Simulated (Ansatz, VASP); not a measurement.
# WC in two plane-wave programs, part 2 of 2

One calculation is typed for both programs; each brings its own data sets. How far apart do they land? The cell is taken from a series of runs on this material, whose earlier steps may have relaxed, scaled, displaced or heated it; both programs get it as it stands.

VASP 6.6.1 and Ansatz 0.2.0.

So far: Starting point; VASP: zone-centre phonons, PBEsol.

## (3) Ansatz: zone-centre phonons, PBEsol

Level of this step: Ansatz beside VASP: Kohn-Sham DFT, plane waves, PBEsol (Ansatz).

Ansatz runs on its default PAW (the set named soft_2) files.

The same cell, functional, mesh and smearing now go to Ansatz, which takes its cutoff from its data sets.

Contents of input.yaml:

```yaml
crystal:
  lattice:
    - [3.0410243286, 0.0, 0.0]
    - [0.0, 3.0410243286, 0.0]
    - [0.0, 0.0, 4.4407636418]
  atoms:
    - { symbol: W, position: [0.0, 0.5, 0.2784179948] }
    - { symbol: W, position: [0.5, 0.0, 0.7215820052] }
    - { symbol: C, position: [0.0, 0.5, 0.7749874904] }
    - { symbol: C, position: [0.5, 0.0, 0.2250125096] }
kpoints:
  mp_grid: { grid: [12, 12, 10] }
hamiltonian:
  xc: pbesol
scf:
  occupations: { method: methfessel_paxton, width: 0.15 }
output:
  eigenvalues: true
phonons:
  method: dfpt
```

Started as:

```console
$ ansatz run input.yaml --threads 4 --pin off --max-ram 7168MiB --backend cpu --events-out ev --progress --plain --runs-dir out
```

Numbers of over 12 decimals in the logs are rounded to 6 here.

The log of the run:

```text
zone centre: on kpoints.mp_grid the ground state, and the responses unless they are solved on pairs of k-points, stand on 294 of the mesh's 1440 k-points, reduced under 4 symmetry operations, with k and −k counted as one. Each operation leaves every solved displacement unchanged or reverses it
Engine: ansatz 0.2.0, aarch64-unknown-linux-gnu
Pseudopotentials: kind: paw
Pseudopotential: W, paw, valence charge 14, recommended cutoff 420 eV (normal), W.paw.azcp
Pseudopotential: C, paw, valence charge 4, recommended cutoff 420 eV (normal), C.paw.azcp
Functional definition: PBEsol
  exchange = pbesol_x
  correlation = pbesol_c
Crystal: 4 atoms, lattice volume = 41.067 Å³
Basis set: ecut = 420 eV, 799 PW (Γ), exchange–correlation on 48×48×60 points (8 copies of the dense FFT grid, shifted against one another)
Bands: 22, of which v1, the nominal top of the filled ones, is band 18 counted from 1 (17 counted from 0)
Symmetry: 16 space group operations
k-points: 294 of 1440 (irreducible under 4 space group operations, time reversal used)
Non-local potential: W, projectors of the file, l = 0: 3, l = 1: 2, l = 2: 2, l = 3: 1
Non-local potential: C, projectors of the file, l = 0: 2, l = 1: 2, l = 2: 1
PAW form: soft (Blöchl's): semilocal exchange-correlation on the pseudo side does not see the compensation charge
PAW frozen core: W, regenerated for the run's functional, and the local potential with it (the file was generated under x = pbe(κ = 0.804, μ = 0.219515), c = pbe(β = 0.066725))
PAW frozen core: C, regenerated for the run's functional, and the local potential with it (the file was generated under x = pbe(κ = 0.804, μ = 0.219515), c = pbe(β = 0.066725))
PAW one-centre angular grid: W, 590 points (default); XC on 64 Gauss nodes
PAW one-centre angular grid: C, 110 points (default); XC on 64 Gauss nodes
Initial density: superposition of atomic densities (neutral atoms: chi_scale 0, normalization atom), corrected by the library's trained network
Initial wavefunctions: pseudopotential atomic-orbital guess
Functional: x = pbesol(κ = 0.804, μ = 0.123457), c = pbesol(β = 0.046)
SCF iter   1: F=—  HF=-21005.756418 eV  |F-HF|=—  |Δ(HF+E_count)|=         —  Δρ=7.85e-3  dr2=1.54e-2  ethr=1.77e-3  ⟨swp⟩=5.0  Hψ=64082  notcnv=0
automatic band count: the SCF goes on with 26 bands, as 22 were too few: the levels above may hold too much charge
preconditioner: auto → Kerker (q_TF=auto, 2.669 Å⁻¹)  [metal: Δε(μ)=0.014 eV  Ē_g=10.014 eV  σ=0.150 eV  W_gap=0.08  n_scr=14 (ndim 8)  ℏωp=25.9 eV  f_vac=0.000  D(μ)=1.93/eV (n_scr^D=16)]
SCF iter   2: F=—  HF=-21005.754740 eV  |F-HF|=—  |Δ(HF+E_count)|=   1.68e-3  S|Δr|=    0.00e0  Δρ=4.41e-3  dr2=4.82e-3  ethr=4.29e-5  ⟨swp⟩=1.0  Hψ=9996  notcnv=0
SCF iter   3: F=—  HF=-21005.754095 eV  |F-HF|=—  |Δ(HF+E_count)|=   6.45e-4  S|Δr|=    0.00e0  Δρ=4.12e-4  dr2=7.28e-5  ethr=1.34e-5  ⟨swp⟩=2.0  Hψ=9619  notcnv=0
SCF iter   4: F=—  HF=-21005.754084 eV  |F-HF|=—  |Δ(HF+E_count)|=   1.15e-5  S|Δr|=    0.00e0  Δρ=1.01e-4  dr2=5.00e-6  ethr=2.02e-7  ⟨swp⟩=2.0  Hψ=9389  notcnv=0
SCF iter   5: F=—  HF=-21005.754081 eV  |F-HF|=—  |Δ(HF+E_count)|=   2.04e-6  S|Δr|=    0.00e0  Δρ=1.85e-5  dr2=2.41e-7  ethr=1.39e-8  ⟨swp⟩=2.0  Hψ=9449  notcnv=0
SCF iter   6: F=—  HF=-21005.754081 eV  |F-HF|=—  |Δ(HF+E_count)|=   4.06e-7  S|Δr|=    0.00e0  Δρ=3.19e-6  dr2=4.05e-9  ethr=6.71e-10  ⟨swp⟩=2.0  Hψ=9591  notcnv=0
SCF iter   7: F=—  HF=-21005.754081 eV  |F-HF|=—  |Δ(HF+E_count)|=  4.00e-11  S|Δr|=    0.00e0  Δρ=4.81e-7  dr2=6.02e-11  ethr=1.12e-11  ⟨swp⟩=2.1  Hψ=10963  notcnv=0
SCF iter   8: F=-21005.754081 eV  HF=-21005.754081 eV  |F-HF|=1.46e-11  |Δ(HF+E_count)|=  3.64e-12  S|Δr|=    0.00e0  Δρ=6.85e-8  dr2=1.05e-12  ethr=1.00e-12  ⟨swp⟩=9.8  Hψ=37030  notcnv=0
SCF 1 converged in 8 iterations: F = -21005.754081 eV  dr2 = 1.05e-12
  greatest PAW one-centre occupation: 1.000 electrons in one spin orbital (limit 2), on the W atom at site 1 (counted from 0), in its partial waves of l = 0
DFPT response loops at Γ: preconditioner auto → Kerker (q_TF=auto, 2.669 Å⁻¹) (partly filled bands, converged f_vac=0.000); β = 1.00, the filter's whole step (`scf.mixing.beta` (0.50) is not read by the response loops under this deck's `scf.mixing.preconditioner`; to damp them name `kerker` or `kerker_dos`, under which they read `scf.mixing.beta`, and type it under 1.00, their step now; both keys bind the ground state too); Broyden in place of MSR1
SCF converged after 8 iterations
Stability not checked: this state was not tested for a lower state beside it, because cold or Methfessel-Paxton smearing, or corrected tetrahedra, fill the levels in a way that the test cannot read (fill_not_monotonic; see scf.lower_state_search)
Free energy (F): -21005.754081 eV
Harris-Foulkes:  -21005.754081 eV  (|F-HF|=1.46e-11)
Internal energy: -21005.753059 eV  (E = F + TS)
E sigma→0 (E₀):  -21005.753825 eV
Entropy (-TS):   -0.001023 eV (-0.256 meV/atom)
Fermi energy:    22.023326 eV
--- Per-component energies (eV) ---
  E_band       = -107.684625
  E_kinetic    = 1086.215576
  E_local      = -1303.126739  (includes V_loc(G=0)·N_el)
  E_nonlocal   = 58.078044
  E_hartree    = 459.314972
  E_xc         = -629.059474
  E_vxc        = -600.131652  (∫ρ·V_xc dr)
  E_paw        = -17062.241902  (= ΣΔE_a)
  E_vpaw       = -267.349699  (= ΣTr[D̂ρ^β])
  E_aug_tail   = -0.000112  (compensation charges beyond the density's cutoff)
  E_ewald      = -3615.419209
  E_core_change = 0.485785  (= ΣΔE_core)
  E_smearing   = -0.001023  (= −TS)
  E_closure    = 0.000000  (closes the sum)
  Σ components = -21005.754081   (vs F -21005.754081, Δ=0.00e0)
--- Band table (eV; the first three rows and the last of 294) ---
  k-point 0: bands = [... 14 lower, 19.2196, 20.3125, 20.3125, 21.0095, 21.0095, 21.1619, 21.3322, 21.6012, ... 4 higher]
  k-point 1: bands = [... 14 lower, 19.1267, 19.8816, 20.2385, 20.2385, 21.1968, 21.1968, 21.3620, 22.8960, ... 4 higher]
  k-point 2: bands = [... 14 lower, 18.8464, 18.8744, 20.0590, 20.0590, 21.4470, 21.6378, 21.6378, 23.0882, ... 4 higher]
  k-point 293: bands = [... 14 lower, 16.8262, 16.8262, 20.7519, 20.7519, 24.6734, 24.6734, 24.7829, 24.7829, ... 4 higher]
--- Phonons (Γ-DFPT): 4 representative perturbations + reference, on 294 of 1440 k-points (Σ response iterations 12) ---
  k mesh reduced under 4 symmetry operations, with k and −k counted as one. Each operation leaves every solved displacement unchanged or reverses it
  ASR residual: 1.851e-5 → 0.000e0 eV/Å²; symmetrization residual: 1.597e-6 eV/Å²
  ASR residual per site (eV/Å²): 8.99e-7 8.99e-7 1.85e-5 1.85e-5
  Γ frequencies (cm⁻¹): 0.00 0.00 0.00 64.51 64.51 179.14 390.62 486.78 486.78 517.13 518.67 518.67
  non-analytic LO–TO correction: not included (Born effective charges unavailable; polar crystals: no LO–TO splitting at Γ)
```

The column dr2 measures how far the density is from self-consistency, as an energy; F and HF (Harris–Foulkes) agree once it is small.

## (4) Side by side

Known differences besides the potentials themselves: the data sets hold 36 valence electrons in Ansatz (on its default PAW (the set named soft_2) files) and 20 in VASP; the cutoff is 420 eV in Ansatz and 600 eV in VASP; Ansatz makes its cores anew for this functional, VASP keeps those of its PBE data sets. Total energies have different zeros and are not compared.

Both answers:

```
                  quantity  Ansatz   VASP  difference
optical mode 1 to 2 (cm⁻¹)    64.5   62.1     +3.82 %
     optical mode 3 (cm⁻¹)   179.1  178.2     +0.52 %
     optical mode 4 (cm⁻¹)   390.6  398.5     -1.99 %
optical mode 5 to 6 (cm⁻¹)   486.8  497.7     -2.20 %
     optical mode 7 (cm⁻¹)   517.1  524.5     -1.40 %
optical mode 8 to 9 (cm⁻¹)   518.7  530.9     -2.30 %
```

Modes are paired by rising frequency, not by their patterns, so a pair may set unlike modes beside each other; they are those without the splitting of longitudinal modes.

## (5) Results

* r.m.s. difference of the optical zone-centre modes, each program's sorted by frequency (zone-centre phonons, PBEsol): 8.6 cm⁻¹
* difference in optical mode 1 to 2 (zone-centre phonons, PBEsol): +3.8 %

**Reading.** The r.m.s. difference of the optical zone-centre modes, each program's sorted by frequency is 8.6 cm⁻¹ (zone-centre phonons, PBEsol). The data sets hold unlike numbers of valence electrons (36 in Ansatz and 20 in VASP), so part of the differences comes from the potentials. Among the rows given in per cent, the largest difference of the zone-centre phonons, PBEsol pair is in optical mode 1 to 2, +3.8 %. Such differences can come from data sets, numerical settings and the points named under the comparisons, not from the functional's error against experiment.

[Lines on the potential files, build, host, timing and source positions are cut from VASP's logs without a mark.]

[Logs are printed without paths, hosts, clocks, repeated set-up lines and the standing remarks that a program may print on its own settings, such as how far it seeks lower states.]

[Hosts, paths, dates, database ids (printed as entryN), source tags and the programs' standing remarks are cut or masked in the printed files.]
